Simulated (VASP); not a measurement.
All values below come from vdW-DF2, VASP's PBE PAW potentials (set 64) (plane waves; VASP).

Input for VASP

POSCAR:
```
CaO
1
    0.0000000000     2.4440814451     2.4440814451
    2.4440814451     0.0000000000     2.4440814451
    2.4440814451     2.4440814451     0.0000000000
Ca O
1 1
Direct
  0.0000000000   0.0000000000   0.0000000000
  0.5000000000   0.5000000000   0.5000000000
```

### KPOINTS
```
k-points along high-symmetry lines
15
Line-mode
Reciprocal
  0.000000   0.000000   0.000000 ! GAMMA
  0.500000   0.000000   0.500000 ! X

  0.500000   0.000000   0.500000 ! X
  0.625000   0.250000   0.625000 ! U

  0.375000   0.375000   0.750000 ! K
  0.000000   0.000000   0.000000 ! GAMMA

  0.000000   0.000000   0.000000 ! GAMMA
  0.500000   0.500000   0.500000 ! L

  0.500000   0.500000   0.500000 ! L
  0.500000   0.250000   0.750000 ! W

  0.500000   0.250000   0.750000 ! W
  0.500000   0.000000   0.500000 ! X
```

### INCAR
```
AGGAC=0.0
ALGO=Normal
EDIFF=1E-7
ENCUT=520
GGA=ML
ICHARG=11
ISMEAR=0
LASPH=.TRUE.
LCHARG=.FALSE.
LORBIT=11
LREAL=.FALSE.
LUSE_VDW=.TRUE.
LWAVE=.FALSE.
NELM=100
PREC=Accurate
SIGMA=0.05
SYSTEM=CaO
ZAB_VDW=-1.8867
```

POTCAR, in this order: Ca_sv O (PBE.64 set). Program: vasp_std. Read from the step before: CHGCAR.

The run wrote:

**OUTCAR**
```
 ion  position               nearest neighbor table
   1  0.000  0.000  0.000-   2 2.44   2 2.44   2 2.44   2 2.44   2 2.44   2 2.44
   2  0.500  0.500  0.500-   1 2.44   1 2.44   1 2.44   1 2.44   1 2.44   1 2.44
  LATTYP: Found a face centered cubic cell.
 ALAT       =     4.8881628902
 Subroutine PRICEL returns:
 Original cell was already a primitive cell.
 Subroutine GETGRP returns: Found 48 space group operations
The static configuration has the point symmetry O_h .
The dynamic configuration has the point symmetry O_h .
 Subroutine INISYM returns: Found 48 space group operations
   k-points           NKPTS =     90   k-points in BZ     NKDIM =     90   number of bands    NBANDS=     12
   number of dos      NEDOS =    301   number of ions     NIONS =      2
   total plane-waves  NPLWV =  21952
   dimension x,y,z NGX =    28 NGY =   28 NGZ =   28
   dimension x,y,z NGXF=    56 NGYF=   56 NGZF=   56
   ions per type =               1   1
   PREC   = accura    normal or accurate (medium, high low for compatibility)
   ISTART =      0    job   : 0-new  1-cont  2-samecut
   ICHARG =     11    charge: 1-file 2-atom 10-const
   ISPIN  =      1    spin polarized calculation?
   LNONCOLLINEAR =      F non collinear calculations
   LSORBIT =      F    spin-orbit coupling
   INIWAV =      1    electr: 0-lowe 1-rand  2-diag
   ENCUT  =  520.0 eV  38.22 Ry    6.18 a.u.   6.43  6.43  6.43*2*pi/ulx,y,z
   NELM   =    100;   NELMIN=  2; NELMDL= -5     # of ELM steps
   EDIFF  = 0.1E-06   stopping-criterion for ELM
   LREAL  =      F    real-space projection
   NLSPLINE    = F    spline interpolate recip. space projectors
   LMAXMIX     =    2 max onsite mixed and CHGCAR
   VOSKOWN=      0    Vosko Wilk Nusair interpolation
   EDIFFG = 0.1E-05   stopping-criterion for IOM
   NSW    =      0    number of steps for IOM
   NBLOCK =      1;   KBLOCK =      1    inner block; outer block
   IBRION =     -1    ionic relax: 0-MD 1-quasi-New 2-CG
   NFREE  =      0    steps in history (QN), initial steepest desc. (CG)
   ISIF   =      2    stress and relaxation
   ISYM   =      2    0-nonsym 1-usesym 2-fastsym
   TEIN   =    0.0    initial temperature
   TEBEG  =    0.0;   TEEND  =   0.0 temperature during run
   SMASS  =  -3.00    Nose mass-parameter (am)
   PSTRESS=    0.0 pullay stress
   NELECT =      16.0000    total number of electrons
   EFERMI =   0.00;   METHOD = LEGACY
   ISMEAR =     0;   SIGMA  =   0.05  broadening in eV -4-tet -1-fermi 0-gaus
   IALGO  =     38    algorithm
   LDIAG  =      T    sub-space diagonalisation (order eigenvalues)
   IMIX   =      4    mixing-type and parameters
     AMIX     =   0.40;   BMIX     =  1.00
     AMIX_MAG =   1.60;   BMIX_MAG =  1.00
     AMIN     =   0.10
   GGA     = ML    functional components
   VOSKOWN =     0    Vosko Wilk Nusair interpolation
   LHFCALC =     F    Hartree Fock is set to
   LHFONE  =     F    Hartree Fock one center treatment
   AEXX    =    0.0000 exact exchange contribution
   LUSE_VDW   =     T    switch on vdW DFT
   IVDW    =     0    specifies the selected vdW correction
   LEPSILON=     F    determine dielectric tensor
   LRPA    =     F    only Hartree local field effects (RPA)
  energy-cutoff  :      520.00
  volume of cell :       29.20
      direct lattice vectors                 reciprocal lattice vectors
     0.000000000  2.444081445  2.444081445    -0.204575834  0.204575834  0.204575834
     2.444081445  0.000000000  2.444081445     0.204575834 -0.204575834  0.204575834
     2.444081445  2.444081445  0.000000000     0.204575834  0.204575834 -0.204575834
 k-point     1 :   0.0000 0.0000 0.0000  plane waves:     749
 k-point     2 :   0.0357 0.0000 0.0357  plane waves:     777
 k-point     3 :   0.0714 0.0000 0.0714  plane waves:     785
 k-point     4 :   0.1071 0.0000 0.1071  plane waves:     789
 k-point     5 :   0.1429 0.0000 0.1429  plane waves:     797
 k-point     6 :   0.1786 0.0000 0.1786  plane waves:     793
 k-point     7 :   0.2143 0.0000 0.2143  plane waves:     801
 k-point     8 :   0.2500 0.0000 0.2500  plane waves:     817
 k-point     9 :   0.2857 0.0000 0.2857  plane waves:     801
...
```

**OSZICAR**
```
       N       E                     dE             d eps       ncg     rms          rms(c)
DAV:   1     0.127353976054E+03    0.12735E+03   -0.86216E+03  2160   0.135E+03
DAV:   2    -0.928895137327E+00   -0.12828E+03   -0.12145E+03  2484   0.326E+02
DAV:   3    -0.778529023843E+01   -0.68564E+01   -0.67717E+01  2756   0.727E+01
DAV:   4    -0.803327373393E+01   -0.24798E+00   -0.24754E+00  3252   0.130E+01
DAV:   5    -0.803780691945E+01   -0.45332E-02   -0.45326E-02  2748   0.150E+00
DAV:   6    -0.803787924798E+01   -0.72329E-04   -0.72328E-04  2912   0.158E-01
DAV:   7    -0.803788058732E+01   -0.13393E-05   -0.13393E-05  2968   0.186E-02
DAV:   8    -0.803788061336E+01   -0.26037E-07   -0.26038E-07  1988   0.222E-03
   1 F= -.80378806E+01 E0= -.80378806E+01  d E =-.429757E-18
```

### OUTCAR
```
 val. band max:        1.9632929180   @ k =   0.0000   0.0000   0.0000

 cond. band min:       5.6725621602   @ k =   0.5000   0.0000   0.5000



 k-point     1 :       0.0000    0.0000    0.0000
  band No.  band energies     occupation
      1     -36.0979      2.00000
      2     -16.8820      2.00000
      3     -16.8820      2.00000
      4     -16.8820      2.00000
      5     -13.3860      2.00000
      6       1.9633      2.00000
      7       1.9633      2.00000
      8       1.9633      2.00000
      9       6.5225      0.00000
     10       7.9553      0.00000
     11       7.9553      0.00000
     12       7.9553      0.00000

 k-point     2 :       0.0357    0.0000    0.0357
  band No.  band energies     occupation
      1     -36.0966      2.00000
      2     -16.8967      2.00000
      3     -16.8844      2.00000
      4     -16.8844      2.00000
      5     -13.3671      2.00000
      6       1.8796      2.00000
      7       1.9524      2.00000
      8       1.9524      2.00000
      9       6.6008      0.00000
     10       7.9145      0.00000
     11       8.0006      0.00000
     12       8.0006      0.00000

 k-point     3 :       0.0714    0.0000    0.0714
  band No.  band energies     occupation
      1     -36.0927      2.00000
      2     -16.9381      2.00000
      3     -16.8913      2.00000
      4     -16.8913      2.00000
      5     -13.3137      2.00000
      6       1.6571      2.00000
      7       1.9217      2.00000
      8       1.9217      2.00000
      9       6.8084      0.00000
     10       7.7975      0.00000
     11       8.1331      0.00000
     12       8.1331      0.00000

 k-point     4 :       0.1071    0.0000    0.1071
  band No.  band energies     occupation
      1     -36.0865      2.00000
      2     -16.9991      2.00000
      3     -16.9024      2.00000
      4     -16.9024      2.00000
      5     -13.2365      2.00000
      6       1.3590      2.00000
      7       1.8763      2.00000
...
```

The density is held fixed in this step, so its total energy and stress have no physical meaning.

The compound is CaO in the rock salt structure. It was relaxed first.
